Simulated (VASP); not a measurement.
**NbSi2: phonons from a supercell**

Aim: the phonon dispersion and thermal properties of NbSi2. The start is a cell from a database of measured crystal structures.

Calculated with VASP 6.6.1; PBEsol; plane waves and PAW (Nb_sv, Si).

Report form: the programs' logs are mostly left out.

### 1. Set-up

The structure is hexagonal, space group P6_222 (No. 180). Conventional cell: a = 4.819 Å, b = 4.819 Å, c = 6.592 Å, α = 90.00°, β = 90.00°, γ = 120.00°. Nearest to Nb lie 10 Si at 2.62 to 2.84 Å. Si has 5 Si at 2.57 to 2.84 Å and 5 Nb at 2.62 to 2.84 Å nearest. Farther neighbours are not listed.

Structure file:

```cif
data_structure
_symmetry_space_group_name_H-M 'P6_222'
_symmetry_Int_Tables_number 180
_cell_length_a 4.8190
_cell_length_b 4.8190
_cell_length_c 6.5920
_cell_angle_alpha 90.000
_cell_angle_beta 90.000
_cell_angle_gamma 120.000
_cell_volume 132.58
loop_
_atom_site_label
_atom_site_type_symbol
_atom_site_symmetry_multiplicity
_atom_site_Wyckoff_symbol
_atom_site_fract_x
_atom_site_fract_y
_atom_site_fract_z
_atom_site_occupancy
Nb1 Nb 3 d 0.00000 0.50000 0.16667 1
Si1 Si 6 j 0.31980 0.15990 0.16667 1
```

### 2. Relax the host

The later steps need the crystal at this functional's own lattice; a raised cutoff keeps the stress reliable while the cell changes.

Input file INCAR:

```
SYSTEM = NbSi2
PREC = Normal
ENCUT = 390
EDIFF = 1E-05
NELM = 120
ISMEAR = 0
SIGMA = 0.05
LREAL = Auto
ALGO = Fast
GGA = PS
NBANDS = 40
LASPH = .TRUE.
LORBIT = 11
LWAVE = .FALSE.
LCHARG = .FALSE.
KPAR = 4
IBRION = 2
NSW = 40
ISIF = 3
EDIFFG = -0.03
POTIM = 0.4
```

Input file POSCAR:

```
NbSi2
1.0
    4.8190000000      0.0000000000      0.0000000000
   -2.4095000000      4.1733764208      0.0000000000
    0.0000000000      0.0000000000      6.5920000000
Nb Si
3 6
Direct
    0.0000000000      0.5000000000      0.1666666667
    0.5000000000      0.5000000000      0.8333333333
    0.5000000000      0.0000000000      0.5000000000
    0.3198000000      0.1599000000      0.1666666667
    0.1599000000      0.8401000000      0.8333333333
    0.8401000000      0.6802000000      0.5000000000
    0.6802000000      0.8401000000      0.1666666667
    0.8401000000      0.1599000000      0.8333333333
    0.1599000000      0.3198000000      0.5000000000
```

Input file KPOINTS:

```
Automatic mesh
0
Gamma
4 4 3
0 0 0
```

PAW data sets: Nb_sv and Si (PBE family, release 64).

Launch:

```sh
$ mpirun -np 4 vasp_std
```

It took 30 s on 4 MPI ranks of Intel Xeon Platinum 8375C at 2.90GHz (Ice Lake), shared host; peak memory 0.62 GiB.

This run has no spin polarisation. Its electron count is odd, so without a moment it is a metal by construction. The k-mesh is coarse for a metal. The PAW data sets were made with PBE, which is usual practice but a small mismatch for other functionals. The run keeps the 12 symmetry operations of its start, so it cannot find a distortion of lower symmetry.

Relaxation path:

```tsv
step	energy less that of the first step (eV)	largest force (eV/Å)	pressure (GPa)	volume (Å³)
1	0.0000	0.0799	-3.43	132.58
2	-0.0402	0.0217	2.31	127.78
3	-0.0494	0.0398	0.48	129.04
4	-0.0495	0.0433	0.17	129.27
5	-0.0495	0.0427	0.18	129.20
6	-0.0495	0.0414	0.29	129.12
7	-0.0510	0.0064	0.04	129.25
```

```tsv
conventional cell, symmetrised	before	after	change
a (Å)	4.819	4.762	-1.2 %
b (Å)	4.819	4.762	-1.2 %
c (Å)	6.592	6.582	-0.2 %
volume (Å³/atom)	14.73	14.36	-2.5 %
```

The relaxed structure:

```
Nb Si
1.0
     4.76171    0.00000    0.00000
    -2.38086    4.12377    0.00000
     0.00000    0.00000    6.58207
Nb Si
3 6
Direct
  0.00000 0.50000 0.16667
  0.50000 0.50000 0.83333
  0.50000 0.00000 0.50000
  0.31887 0.15943 0.16667
  0.15943 0.84057 0.83333
  0.84057 0.68113 0.50000
  0.68113 0.84057 0.16667
  0.84057 0.15943 0.83333
  0.15943 0.31887 0.50000
```

Numbers from this step:

- electronic cycles: 63
- electrons: 63
- free energy (TOTEN): -73.2749 eV
- energy at zero smearing: -73.2708 eV
- Fermi energy: 11.66 eV
- pressure: 0.04008 GPa
- labelled metallic, from the levels on this mesh: yes

The run ended after 7 ionic steps, 0.051 eV below its first step, once forces and stress met EDIFFG = -0.03.

### 3. Tight relaxation

Force constants are second derivatives, so residual forces and stress must first be far smaller than in an ordinary relaxation. Smearing, mesh and cutoff differ from the relaxation before, which can move the cell too.

Input file INCAR:

```
SYSTEM = NbSi2
PREC = Accurate
ENCUT = 360
EDIFF = 1E-08
NELM = 120
ISMEAR = 1
SIGMA = 0.2
LREAL = .FALSE.
ALGO = Fast
GGA = PS
NBANDS = 40
LASPH = .TRUE.
LORBIT = 11
LWAVE = .FALSE.
LCHARG = .FALSE.
KPAR = 4
IBRION = 1
NSW = 30
ISIF = 3
EDIFFG = -0.002
POTIM = 0.4
```

Input file POSCAR:

```
NbSi2
1.0
    4.7617144200      0.0000000000      0.0000000000
   -2.3808572100      4.1237656532      0.0000000000
    0.0000000000      0.0000000000      6.5820682957
Nb Si
3 6
Direct
    0.0000000000      0.5000000000      0.1666666667
    0.5000000000      0.5000000000      0.8333333333
    0.5000000000      0.0000000000      0.5000000000
    0.3188690004      0.1594345002      0.1666666667
    0.1594345002      0.8405654998      0.8333333333
    0.8405654998      0.6811309996      0.5000000000
    0.6811309996      0.8405654998      0.1666666667
    0.8405654998      0.1594345002      0.8333333333
    0.1594345002      0.3188690004      0.5000000000
```

Input file KPOINTS:

```
Automatic mesh
0
Gamma
8 8 5
0 0 0
```

Launch:

```sh
$ mpirun -np 4 vasp_std
```

The job ended after 14 min (4 MPI ranks; peak memory 0.93 GiB; 54 min of CPU time).

The steps of the relaxation:

```tsv
step	energy less that of the first step (eV)	largest force (eV/Å)	pressure (GPa)	volume (Å³)
1	0.0000	0.0210	-0.11	129.25
2	-0.0010	0.0031	0.22	129.09
3	0.5777	0.0329	0.36	129.29
4	-0.0012	0.0026	0.13	129.13
5	-0.0013	0.0103	0.21	129.07
6	-0.0013	0.0034	0.01	129.22
7	-0.0013	0.0020	0.00	129.23
```

```tsv
conventional cell, symmetrised	before	after	change
a (Å)	4.762	4.767	+0.1 %
b (Å)	4.762	4.767	+0.1 %
c (Å)	6.582	6.565	-0.3 %
volume (Å³/atom)	14.36	14.36	-0.0 %
```

Final coordinates:

```cif
data_structure
_symmetry_space_group_name_H-M 'P 1'
_symmetry_Int_Tables_number 1
_cell_length_a 4.7674
_cell_length_b 4.7674
_cell_length_c 6.5653
_cell_angle_alpha 90.000
_cell_angle_beta 90.000
_cell_angle_gamma 120.000
_cell_volume 129.23
loop_
_atom_site_label
_atom_site_type_symbol
_atom_site_fract_x
_atom_site_fract_y
_atom_site_fract_z
_atom_site_occupancy
Nb1 Nb 0.00000 0.50000 0.16667 1
Nb2 Nb 0.50000 0.50000 0.83333 1
Nb3 Nb 0.50000 0.00000 0.50000 1
Si4 Si 0.31903 0.15951 0.16667 1
Si5 Si 0.15951 0.84049 0.83333 1
Si6 Si 0.84049 0.68097 0.50000 1
Si7 Si 0.68097 0.84049 0.16667 1
Si8 Si 0.84049 0.15951 0.83333 1
Si9 Si 0.15951 0.31903 0.50000 1
```

This step gave:

| Property | Result |
| --- | --- |
| electronic cycles | 398 |
| free energy (TOTEN) | -73.2825 eV |
| energy at zero smearing | -73.2827 eV |
| Fermi energy | 11.56 eV |
| pressure | -0.003982 GPa |

The run ended after 7 ionic steps, 0.001 eV below its first step, once forces and stress met EDIFFG = -0.002.

### 4. Force constants in the supercell

System of this step: NbSi2. It takes space group P6_222 (No. 180, hexagonal). The conventional cell has a = 4.767 Å, b = 4.767 Å, c = 6.565 Å, α = 90.00°, β = 90.00°, γ = 120.00°. Nearest to Nb lie 10 Si at 2.60 to 2.81 Å. Si has 5 Si at 2.55 to 2.81 Å and 5 Nb at 2.60 to 2.81 Å nearest. Si has 5 Si at 2.55 to 2.81 Å and 5 Nb at 2.60 to 2.81 Å nearest. Farther neighbours are not listed.

Each independent atom is moved by 0.015 Å both ways; the forces give the force constants out to half the supercell.

Input file INCAR:

```
SYSTEM = NbSi2
PREC = Accurate
ENCUT = 360
EDIFF = 1E-07
NELM = 120
ISMEAR = 1
SIGMA = 0.2
LREAL = Auto
ALGO = Fast
GGA = PS
NBANDS = 152
LASPH = .TRUE.
LWAVE = .FALSE.
LCHARG = .FALSE.
KPAR = 4
IBRION = 6
NSW = 1
NFREE = 2
POTIM = 0.015
ISIF = 0
ADDGRID = .TRUE.
```

Input file POSCAR:

```
NbSi2
1.0
   -7.1511285625      4.1287060005      6.5653061301
    7.1511285625     -4.1287060005      6.5653061301
    2.3837095209      4.1287060005     -6.5653061301
Nb Si
12 24
Direct
    0.3333333334      0.0833333333      0.2500000000
    0.8333333333      0.5833333333      0.2500000000
    0.8333333334      0.0833333333      0.7500000000
    0.3333333334      0.5833333334      0.7500000000
    0.6666666667      0.6666666666      0.5000000000
    0.1666666667      0.1666666667      0.5000000000
    0.1666666667      0.6666666667      0.0000000000
    0.6666666667      0.1666666667      0.0000000000
    0.2500000000      0.5000000000      0.2500000000
    0.7500000000      0.0000000000      0.2500000000
    0.7500000000      0.5000000000      0.7500000000
    0.2500000000      0.0000000000      0.7500000000
    0.1630903804      0.2428474274      0.2392711411
    0.6630903804      0.7428474274      0.2392711411
    0.6630903804      0.2428474274      0.7392711410
    0.1630903804      0.7428474274      0.7392711411
    0.8369096197      0.4964237137      0.5000000000
    0.3369096197      0.9964237137      0.5000000000
    0.3369096197      0.4964237137      0.0000000000
    0.8369096197      0.9964237137      0.0000000000
    0.5904859060      0.6702429530      0.7607288590
    0.0904859060      0.1702429530      0.7607288590
    0.0904859060      0.6702429530      0.2607288589
    0.5904859060      0.1702429530      0.2607288590
    0.5035762864      0.4238192393      0.7607288590
    0.0035762864      0.9238192393      0.7607288590
    0.0035762864      0.4238192393      0.2607288590
    0.5035762864      0.9238192393      0.2607288590
    0.4964237136      0.8369096197      0.5000000000
    0.9964237137      0.3369096197      0.5000000000
    0.9964237137      0.8369096197      0.0000000000
    0.4964237137      0.3369096197      0.0000000000
    0.4095140941      0.3297570470      0.2392711411
    0.9095140941      0.8297570470      0.2392711411
    0.9095140940      0.3297570470      0.7392711410
    0.4095140941      0.8297570470      0.7392711411
```

Input file KPOINTS:

```
Automatic mesh
0
Gamma
6 6 6
0 0 0
```

Launch:

```sh
$ mpirun -np 4 vasp_std
```

The job ended after 2.5 h (4 MPI ranks).

The run was stopped at its time limit, so it gives no result of its own.

### 5. Outcome

```json
{"result": "none"}
```

What this shows: The session ends without its result: «force constants in the supercell» met its time limit.

[Lines on the potential files, build, host, timing and source positions are cut from VASP's logs without a mark.]

[Logs are printed without paths, hosts, clocks, repeated set-up lines and the standing remarks that a program may print on its own settings, such as how far it seeks lower states.]

[Hosts, paths, dates, database ids (printed as entryN), source tags and the programs' standing remarks are cut or masked in the printed files.]

[Runs that stopped without an error message from VASP are left out.]
